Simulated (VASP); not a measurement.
Output of a VASP run:

File OUTCAR:
```
 ion  position               nearest neighbor table
   1  0.000  0.000  0.000-   2 2.59   2 2.59   2 2.59   2 2.59   2 2.59   2 2.59
   2  0.500  0.500  0.500-   1 2.59   1 2.59   1 2.59   1 2.59   1 2.59   1 2.59
  LATTYP: Found a face centered cubic cell.
 ALAT       =     5.1864916214
 Subroutine PRICEL returns:
 Original cell was already a primitive cell.
 Subroutine GETGRP returns: Found 48 space group operations
The static configuration has the point symmetry O_h .
The dynamic configuration has the point symmetry O_h .
 Subroutine INISYM returns: Found 48 space group operations
 Subroutine IBZKPT returns following result:
 Found     35 irreducible k-points:

 Following reciprocal coordinates:
            Coordinates               Weight
  0.000000  0.000000  0.000000      1.000000
  0.111111  0.000000  0.000000      8.000000
  0.222222  0.000000  0.000000      8.000000
  0.333333  0.000000  0.000000      8.000000
  0.444444  0.000000  0.000000      8.000000
  0.111111  0.111111  0.000000      6.000000
  0.222222  0.111111  0.000000     24.000000
  0.333333  0.111111  0.000000     24.000000
  0.444444  0.111111  0.000000     24.000000
 -0.444444  0.111111  0.000000     24.000000
 -0.333333  0.111111  0.000000     24.000000
 -0.222222  0.111111  0.000000     24.000000
 -0.111111  0.111111  0.000000     12.000000
  0.222222  0.222222  0.000000      6.000000
  0.333333  0.222222  0.000000     24.000000
  0.444444  0.222222  0.000000     24.000000
 -0.444444  0.222222  0.000000     24.000000
 -0.333333  0.222222  0.000000     24.000000
 -0.222222  0.222222  0.000000     12.000000
  0.333333  0.333333  0.000000      6.000000
  0.444444  0.333333  0.000000     24.000000
 -0.444444  0.333333  0.000000     24.000000
 -0.333333  0.333333  0.000000     12.000000
  0.444444  0.444444  0.000000      6.000000
 -0.444444  0.444444  0.000000     12.000000
  0.333333  0.222222  0.111111     24.000000
  0.444444  0.222222  0.111111     48.000000
 -0.444444  0.222222  0.111111     48.000000
  0.444444  0.333333  0.111111     24.000000
 -0.444444  0.333333  0.111111     48.000000
 -0.333333  0.333333  0.111111     48.000000
 -0.222222  0.333333  0.111111     24.000000
 -0.444444  0.444444  0.111111     24.000000
 -0.333333  0.444444  0.111111     24.000000
 -0.333333  0.444444  0.222222     24.000000
   k-points           NKPTS =     35   k-points in BZ     NKDIM =     35   number of bands    NBANDS=      9
   number of dos      NEDOS =    301   number of ions     NIONS =      2
   total plane-waves  NPLWV =  21952
   dimension x,y,z NGX =    28 NGY =   28 NGZ =   28
   dimension x,y,z NGXF=    56 NGYF=   56 NGZF=   56
   ions per type =               1   1
   PREC   = accura    normal or accurate (medium, high low for compatibility)
   ISTART =      0    job   : 0-new  1-cont  2-samecut
   ICHARG =      2    charge: 1-file 2-atom 10-const
   ISPIN  =      1    spin polarized calculation?
   LNONCOLLINEAR =      F non collinear calculations
   LSORBIT =      F    spin-orbit coupling
   INIWAV =      1    electr: 0-lowe 1-rand  2-diag
   ENCUT  =  520.0 eV  38.22 Ry    6.18 a.u.   6.82  6.82  6.82*2*pi/ulx,y,z
   NELM   =    100;   NELMIN=  2; NELMDL= -5     # of ELM steps
   EDIFF  = 0.1E-06   stopping-criterion for ELM
   LREAL  =      F    real-space projection
   NLSPLINE    = F    spline interpolate recip. space projectors
   LMAXMIX     =    2 max onsite mixed and CHGCAR
   VOSKOWN=      0    Vosko Wilk Nusair interpolation
   EDIFFG = 0.1E-05   stopping-criterion for IOM
   NSW    =      0    number of steps for IOM
   NBLOCK =      1;   KBLOCK =      1    inner block; outer block
   IBRION =     -1    ionic relax: 0-MD 1-quasi-New 2-CG
   NFREE  =      0    steps in history (QN), initial steepest desc. (CG)
   ISIF   =      2    stress and relaxation
   ISYM   =      2    0-nonsym 1-usesym 2-fastsym
   TEIN   =    0.0    initial temperature
   TEBEG  =    0.0;   TEEND  =   0.0 temperature during run
...
```

OSZICAR:
```
       N       E                     dE             d eps       ncg     rms          rms(c)
DAV:   1     0.459088504944E+02    0.45909E+02   -0.42578E+03   638   0.101E+03
DAV:   2    -0.339707025242E+01   -0.49306E+02   -0.47183E+02   848   0.161E+02
DAV:   3    -0.536948233246E+01   -0.19724E+01   -0.19708E+01   810   0.390E+01
DAV:   4    -0.541240355034E+01   -0.42921E-01   -0.42888E-01   964   0.543E+00
DAV:   5    -0.541269866990E+01   -0.29512E-03   -0.29509E-03   856   0.482E-01    0.230E+00
DAV:   6    -0.526567879358E+01    0.14702E+00   -0.40145E-01   714   0.395E+00    0.164E+00
DAV:   7    -0.526352600057E+01    0.21528E-02   -0.10321E-01   837   0.243E+00    0.120E+00
DAV:   8    -0.526763005460E+01   -0.41041E-02   -0.15819E-02   665   0.158E+00    0.183E-01
DAV:   9    -0.526756959707E+01    0.60458E-04   -0.11550E-03   975   0.271E-01    0.985E-02
DAV:  10    -0.526764910597E+01   -0.79509E-04   -0.21482E-04   674   0.203E-01    0.340E-02
DAV:  11    -0.526765402600E+01   -0.49200E-05   -0.83232E-06   722   0.449E-02    0.131E-02
DAV:  12    -0.526765385386E+01    0.17214E-06   -0.12452E-06   741   0.171E-02    0.739E-03
DAV:  13    -0.526765334232E+01    0.51154E-06   -0.34659E-07   766   0.809E-03    0.115E-03
DAV:  14    -0.526765334778E+01   -0.54648E-08   -0.13322E-08   377   0.130E-03
   1 F= -.52676533E+01 E0= -.52676533E+01  d E =-.482239E-19
```

OUTCAR:
```
------------------------ aborting loop because EDIFF is reached ----------------------------------------
  FORCE on cell =-STRESS in cart. coord.  units (eV):
  Direction    XX          YY          ZZ          XY          YZ          ZX
  --------------------------------------------------------------------------------------
  Total        0.0089922      0.0089922      0.0089922      0.0000000      0.0000000      0.0000000
  in kB        0.4130620      0.4130620      0.4130620      0.0000000      0.0000000      0.0000000
  external PRESSURE =       0.4130620 kB  Pullay stress =       0.0000000 kB
  volume of cell :       34.88
      direct lattice vectors                 reciprocal lattice vectors
     0.000000000  2.593245811  2.593245811    -0.192808564  0.192808564  0.192808564
     2.593245811  0.000000000  2.593245811     0.192808564 -0.192808564  0.192808564
     2.593245811  2.593245811  0.000000000     0.192808564  0.192808564 -0.192808564
  FREE ENERGIE OF THE ION-ELECTRON SYSTEM (eV)
  ---------------------------------------------------
  free  energy   TOTEN  =        -5.2676533478 eV

  energy  without entropy=       -5.2676533478  energy(sigma->0) =       -5.26765335
```
(Selected blocks of OUTCAR.)

File POSCAR:
```
LiCl
1
    0.0000000000     2.5932458107     2.5932458107
    2.5932458107     0.0000000000     2.5932458107
    2.5932458107     2.5932458107     0.0000000000
Li Cl
1 1
Direct
  0.0000000000   0.0000000000   0.0000000000
  0.5000000000   0.5000000000   0.5000000000
```

Problem. Reconstruct the remaining input files.

Solution. One answer among several that fit: the input of the run itself, vdW-DF2, plane waves, VASP's PBE PAW potentials (set 64).

INCAR:
```
AGGAC = 0.0
ALGO = Normal
EDIFF = 1E-7
ENCUT = 520
GGA = ML
ISIF = 2
ISMEAR = 0
LASPH = .True.
LCHARG = .False.
LREAL = .False.
LUSE_VDW = .True.
LWAVE = .False.
NELM = 100
PREC = Accurate
SIGMA = 0.05
SYSTEM = LiCl
ZAB_VDW = -1.8867
```

**KPOINTS**
```
Automatic mesh
0
Gamma
9 9 9
0 0 0
```

POTCAR, in this order: Li_sv Cl (PBE.64 set). Program: vasp_std.

The compound is LiCl in the rock salt structure. It was relaxed first.
